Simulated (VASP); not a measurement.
Consider the following.

```
CELL_PARAMETERS angstrom
     -2.63000     2.63000     2.63000
      2.63000    -2.63000     2.63000
      2.63000     2.63000    -2.63000
ATOMIC_POSITIONS crystal
  K  0.00000 0.00000 0.00000
```

Calculation: MS2 meta-GGA, VASP's PBE PAW potentials (set 64) (plane waves; VASP). Numerical set-up: 520 eV cut-off, 10×10×10 Γ-centred mesh, first-order Methfessel-Paxton smearing of 0.10 eV, potentials K_sv.

### Question
Predict the energy per atom (σ→0), band gap (on the k-mesh) with the smallest direct gap where there is one.

### Answer

```
Quantity                                                     Value
------------------------  ----------------------------------------
band gap (on the k-mesh)  none (metal, semimetal or under 0.01 eV)
energy per atom (σ→0)                           -614.4 kJ/mol-atom
```

Only differences to runs with the same potentials and settings are physical.

The compound is K in the bcc structure. This cell is one point of a volume scan, at 0.97 of the reference volume.
